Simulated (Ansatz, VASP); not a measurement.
# GeB2C3 in VASP and in Ansatz

```
CELL_PARAMETERS angstrom
2.52477 1.45767 4.32126
-2.52477 1.45767 4.32126
0.00000 -2.91535 4.32126
ATOMIC_POSITIONS crystal
Ge 0.00000 0.00000 0.00000
B 0.80803 0.80803 0.80803
B 0.19197 0.19197 0.19197
C 0.00000 0.50000 0.00000
C 0.50000 0.00000 0.00000
C 0.00000 0.00000 0.50000
```

Change from the starting cell: species swapped into the Zr2Al3Cr type (R-3m, No. 166).

Alike in both runs: functional PBE; k mesh 6 × 6 × 6; occupations gaussian, width 0.1 eV; no spin polarisation.

Ansatz relaxed the structure, and its values are those at the end. VASP's run is a single point on that final structure, the one shown.

|  | VASP | Ansatz |
| --- | --- | --- |
| version | VASP 6.6.1 | Ansatz 0.2.0 |
| potentials or method | VASP PAW PBE potentials, release 64 (Ge_d, B, C) | scalar-relativistic, plane waves, PAW |
| plane-wave cutoff (eV) | 520 | 420 |
| valence electrons in the cell | 32 | 32 |

VASP gave:

- gap on the k mesh at the Fermi level (eV): none
- pressure (GPa): 0.2
- rms of the force components (eV/Å): 0.006

**Question.** Which values does Ansatz return?

**Answer.** gap on the k mesh at the Fermi level (eV): none; pressure (GPa): 0.1; rms of the force components (eV/Å): 0.002.

A gap of «none» marks a metal or a gap that the smearing closes.
